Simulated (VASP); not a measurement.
Data:

```yaml
crystal:
  lattice:
    - [4.15944, 0.00000, 0.00000]
    - [0.00000, 4.15944, 0.00000]
    - [0.00000, 0.00000, 4.15944]
  atoms:
    - { symbol: Ce, position: [0.50000, 0.50000, 0.50000] }
    - { symbol: Ru, position: [0.50000, 0.00000, 0.00000] }
    - { symbol: Ru, position: [0.00000, 0.50000, 0.00000] }
    - { symbol: Ru, position: [0.00000, 0.00000, 0.50000] }
    - { symbol: C, position: [0.00000, 0.00000, 0.00000] }
```

Calculation: PBE GGA, VASP's PBE PAW potentials (set 64) (plane waves; VASP). Run with 520 eV cut-off, KSPACING 0.2 per Å, first-order Methfessel-Paxton smearing of 0.10 eV, potentials Ce Ru_pv C.

Task: Give the stress tensor in GPa (positive for a compressed cell).

Result: 
```
2.36  0.00  0.00
0.00  2.36  0.00
0.00  0.00  2.36
```
The pressure is its mean diagonal, 2.36 GPa.

The structure comes from a computed database's CeRu3C entry (Pm-3m); how it stands against other phases isn't given here. The cell was not relaxed at this level. The run is one of a series of settings (KGAMMA = .TRUE., KSPACING = 0.2, KPOINTS file removed against the base run), some of them coarse on purpose. The run is not spin-polarised, so no magnetic state was tried.
